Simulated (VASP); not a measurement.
Computed with PBE GGA, VASP's PBE PAW potentials (set 64) (plane waves; VASP 6.6.1).

Input for VASP

**KPOINTS**
```
Automatic mesh
0
Gamma
1 1 1
0 0 0
```

**POSCAR**
```
C64
1
    7.1465551590     0.0000000000     0.0000000000
    0.0000000000     7.1465551590    -0.0000000000
   -0.0000000000    -0.0000000000     7.1465551590
C
64
Direct
  0.5000000000   0.0000000000   0.0000000000
  0.6250000000   0.1250000000   0.1250000000
  0.7500000000   0.2500000000   0.0000000000
  0.8750000000   0.3750000000   0.1250000000
  0.7500000000   0.0000000000   0.2500000000
  0.8750000000   0.1250000000   0.3750000000
  0.0000000000   0.0000000000   0.0000000000
  0.1250000000   0.1250000000   0.1250000000
  0.2500000000   0.2500000000   0.0000000000
  0.3750000000   0.3750000000   0.1250000000
  0.5000000000   0.5000000000   0.0000000000
  0.6250000000   0.6250000000   0.1250000000
  0.7500000000   0.7500000000   0.0000000000
  0.8750000000   0.8750000000   0.1250000000
  0.2500000000   0.0000000000   0.2500000000
  0.3750000000   0.1250000000   0.3750000000
  0.5000000000   0.2500000000   0.2500000000
  0.6250000000   0.3750000000   0.3750000000
  0.7500000000   0.5000000000   0.2500000000
  0.8750000000   0.6250000000   0.3750000000
  0.5000000000   0.0000000000   0.5000000000
  0.6250000000   0.1250000000   0.6250000000
  0.7500000000   0.2500000000   0.5000000000
  0.8750000000   0.3750000000   0.6250000000
  0.7500000000   0.0000000000   0.7500000000
  0.8750000000   0.1250000000   0.8750000000
  0.0000000000   0.5000000000   0.0000000000
  0.1250000000   0.6250000000   0.1250000000
  0.2500000000   0.7500000000   0.0000000000
  0.3750000000   0.8750000000   0.1250000000
  0.0000000000   0.2500000000   0.2500000000
  0.1250000000   0.3750000000   0.3750000000
  0.2500000000   0.5000000000   0.2500000000
  0.3750000000   0.6250000000   0.3750000000
  0.5000000000   0.7500000000   0.2500000000
  0.6250000000   0.8750000000   0.3750000000
  0.0000000000   0.0000000000   0.5000000000
  0.1250000000   0.1250000000   0.6250000000
  0.2500000000   0.2500000000   0.5000000000
  0.3750000000   0.3750000000   0.6250000000
  0.5000000000   0.5000000000   0.5000000000
  0.6250000000   0.6250000000   0.6250000000
  0.7500000000   0.7500000000   0.5000000000
  0.8750000000   0.8750000000   0.6250000000
  0.2500000000   0.0000000000   0.7500000000
  0.3750000000   0.1250000000   0.8750000000
  0.5000000000   0.2500000000   0.7500000000
  0.6250000000   0.3750000000   0.8750000000
  0.7500000000   0.5000000000   0.7500000000
  0.8750000000   0.6250000000   0.8750000000
  0.0000000000   0.7500000000   0.2500000000
  0.1250000000   0.8750000000   0.3750000000
  0.0000000000   0.5000000000   0.5000000000
  0.1250000000   0.6250000000   0.6250000000
  0.2500000000   0.7500000000   0.5000000000
  0.3750000000   0.8750000000   0.6250000000
  0.0000000000   0.2500000000   0.7500000000
  0.1250000000   0.3750000000   0.8750000000
  0.2500000000   0.5000000000   0.7500000000
  0.3750000000   0.6250000000   0.8750000000
  0.5000000000   0.7500000000   0.7500000000
  0.6250000000   0.8750000000   0.8750000000
  0.0000000000   0.7500000000   0.7500000000
  0.1250000000   0.8750000000   0.8750000000
```

INCAR:
```
SYSTEM = C64
PREC = Normal
ENCUT = 400
EDIFF = 1E-5
NELM = 100
ALGO = Fast
LREAL = Auto
LASPH = .TRUE.
ISMEAR = 0
SIGMA = 0.05
GGA = PE
LWAVE = .TRUE.
LCHARG = .FALSE.
NELMIN = 4
IBRION = 2
ISIF = 2
NSW = 20
EDIFFG = -0.03
```

POTCAR, in this order: C (PBE.64 set). Program: vasp_gam.

What VASP printed:

OSZICAR:
```
       N       E                     dE             d eps       ncg     rms          rms(c)
DAV:   1     0.168435988825E+04    0.16844E+04   -0.13380E+05   322   0.133E+03
DAV:   2    -0.437231324705E+03   -0.21216E+04   -0.19884E+04   419   0.331E+02
DAV:   3    -0.593053719927E+03   -0.15582E+03   -0.15348E+03   380   0.890E+01
DAV:   4    -0.597067720055E+03   -0.40140E+01   -0.39925E+01   380   0.154E+01
DAV:   5    -0.597198917136E+03   -0.13120E+00   -0.13105E+00   380   0.232E+00    0.319E+01
RMM:   6    -0.581564009632E+03    0.15635E+02   -0.10150E+01   322   0.756E+00    0.191E+01
RMM:   7    -0.576235072550E+03    0.53289E+01   -0.17052E+01   322   0.103E+01    0.392E+00
RMM:   8    -0.576321309574E+03   -0.86237E-01   -0.93320E-01   322   0.284E+00    0.654E-01
RMM:   9    -0.576328079172E+03   -0.67696E-02   -0.15416E-01   322   0.106E+00    0.398E-01
RMM:  10    -0.576329825862E+03   -0.17467E-02   -0.23970E-02   322   0.411E-01    0.782E-02
RMM:  11    -0.576330791558E+03   -0.96570E-03   -0.68622E-03   325   0.182E-01    0.649E-02
RMM:  12    -0.576330818936E+03   -0.27378E-04   -0.89739E-04   322   0.661E-02    0.472E-02
RMM:  13    -0.576330869974E+03   -0.51038E-04   -0.33401E-04   292   0.322E-02    0.397E-03
RMM:  14    -0.576330874042E+03   -0.40676E-05   -0.42200E-05   208   0.124E-02
   1 F= -.57633087E+03 E0= -.57633087E+03  d E =-.576331E+03
```

OUTCAR:
```
------------------------ aborting loop because EDIFF is reached ----------------------------------------
  FORCE on cell =-STRESS in cart. coord.  units (eV):
  Direction    XX          YY          ZZ          XY          YZ          ZX
  --------------------------------------------------------------------------------------
  Total       -4.2982486     -4.2982486     -4.2982486     -0.0000000      0.0000000     -0.0000000
  in kB      -18.8673915    -18.8673915    -18.8673915     -0.0000000      0.0000000     -0.0000000
  external PRESSURE =     -18.8673915 kB  Pullay stress =       0.0000000 kB
  volume of cell :      365.00
      direct lattice vectors                 reciprocal lattice vectors
     7.146555159  0.000000000  0.000000000     0.139927556  0.000000000  0.000000000
     0.000000000  7.146555159  0.000000000     0.000000000  0.139927556  0.000000000
     0.000000000  0.000000000  7.146555159     0.000000000  0.000000000  0.139927556
 POSITION                                       TOTAL-FORCE (eV/Angst)
 -----------------------------------------------------------------------------------
      3.57328      0.00000      0.00000         0.000000     -0.000000      0.000000
      4.46660      0.89332      0.89332         0.000000      0.000000     -0.000000
      5.35992      1.78664      0.00000        -0.000000     -0.000000     -0.000000
      6.25324      2.67996      0.89332        -0.000000      0.000000     -0.000000
      5.35992      0.00000      1.78664        -0.000000     -0.000000      0.000000
      6.25324      0.89332      2.67996        -0.000000      0.000000     -0.000000
      0.00000      0.00000      0.00000        -0.000000     -0.000000     -0.000000
      0.89332      0.89332      0.89332         0.000000      0.000000      0.000000
      1.78664      1.78664      0.00000        -0.000000     -0.000000      0.000000
      2.67996      2.67996      0.89332         0.000000      0.000000      0.000000
      3.57328      3.57328      0.00000        -0.000000     -0.000000     -0.000000
      4.46660      4.46660      0.89332         0.000000      0.000000      0.000000
      5.35992      5.35992      0.00000        -0.000000     -0.000000     -0.000000
      6.25324      6.25324      0.89332        -0.000000      0.000000     -0.000000
      1.78664      0.00000      1.78664        -0.000000     -0.000000      0.000000
      2.67996      0.89332      2.67996         0.000000      0.000000      0.000000
      3.57328      1.78664      1.78664        -0.000000     -0.000000      0.000000
      4.46660      2.67996      2.67996         0.000000      0.000000      0.000000
      5.35992      3.57328      1.78664         0.000000     -0.000000     -0.000000
      6.25324      4.46660      2.67996         0.000000      0.000000      0.000000
      3.57328      0.00000      3.57328        -0.000000     -0.000000      0.000000
      4.46660      0.89332      4.46660         0.000000      0.000000      0.000000
      5.35992      1.78664      3.57328         0.000000     -0.000000      0.000000
      6.25324      2.67996      4.46660         0.000000      0.000000     -0.000000
      5.35992      0.00000      5.35992        -0.000000     -0.000000      0.000000
      6.25324      0.89332      6.25324         0.000000      0.000000     -0.000000
      0.00000      3.57328      0.00000         0.000000     -0.000000      0.000000
      0.89332      4.46660      0.89332        -0.000000      0.000000     -0.000000
      1.78664      5.35992      0.00000         0.000000     -0.000000      0.000000
      2.67996      6.25324      0.89332         0.000000      0.000000     -0.000000
      0.00000      1.78664      1.78664        -0.000000     -0.000000      0.000000
      0.89332      2.67996      2.67996        -0.000000      0.000000     -0.000000
      1.78664      3.57328      1.78664         0.000000     -0.000000      0.000000
      2.67996      4.46660      2.67996        -0.000000      0.000000     -0.000000
      3.57328      5.35992      1.78664         0.000000     -0.000000     -0.000000
      4.46660      6.25324      2.67996         0.000000      0.000000      0.000000
      0.00000      0.00000      3.57328        -0.000000     -0.000000      0.000000
      0.89332      0.89332      4.46660         0.000000      0.000000     -0.000000
      1.78664      1.78664      3.57328         0.000000     -0.000000      0.000000
      2.67996      2.67996      4.46660        -0.000000      0.000000     -0.000000
      3.57328      3.57328      3.57328        -0.000000     -0.000000      0.000000
      4.46660      4.46660      4.46660        -0.000000      0.000000     -0.000000
      5.35992      5.35992      3.57328        -0.000000     -0.000000      0.000000
      6.25324      6.25324      4.46660        -0.000000      0.000000      0.000000
      1.78664      0.00000      5.35992         0.000000     -0.000000      0.000000
      2.67996      0.89332      6.25324         0.000000      0.000000     -0.000000
      3.57328      1.78664      5.35992        -0.000000     -0.000000      0.000000
      4.46660      2.67996      6.25324        -0.000000      0.000000     -0.000000
      5.35992      3.57328      5.35992         0.000000     -0.000000      0.000000
      6.25324      4.46660      6.25324        -0.000000      0.000000     -0.000000
      0.00000      5.35992      1.78664        -0.000000     -0.000000      0.000000
      0.89332      6.25324      2.67996        -0.000000      0.000000     -0.000000
      0.00000      3.57328      3.57328         0.000000     -0.000000      0.000000
      0.89332      4.46660      4.46660        -0.000000      0.000000     -0.000000
      1.78664      5.35992      3.57328        -0.000000     -0.000000      0.000000
      2.67996      6.25324      4.46660         0.000000      0.000000     -0.000000
      0.00000      1.78664      5.35992         0.000000     -0.000000      0.000000
      0.89332      2.67996      6.25324         0.000000      0.000000     -0.000000
      1.78664      3.57328      5.35992        -0.000000     -0.000000     -0.000000
      2.67996      4.46660      6.25324         0.000000      0.000000     -0.000000
      3.57328      5.35992      5.35992        -0.000000     -0.000000      0.000000
      4.46660      6.25324      6.25324        -0.000000      0.000000     -0.000000
      0.00000      5.35992      5.35992        -0.000000     -0.000000      0.000000
      0.89332      6.25324      6.25324         0.000000      0.000000      0.000000
 -----------------------------------------------------------------------------------
    total drift:                                0.000000      0.000000     -0.000000
  FREE ENERGIE OF THE ION-ELECTRON SYSTEM (eV)
  ---------------------------------------------------
  free  energy   TOTEN  =      -576.3308740417 eV

  energy  without entropy=     -576.3308740417  energy(sigma->0) =     -576.33087404

 reached required accuracy - stopping structural energy minimisation
```
(Selected blocks of OUTCAR.)

At this cut-off the stress carries a Pulay error, which pulls relaxed volumes low. The supercell is sampled at Γ alone, which is coarse: total energies, pressure and levels can be off, energies of defects by several tenths of an eV.

The cell is a supercell, built from C (diamond).
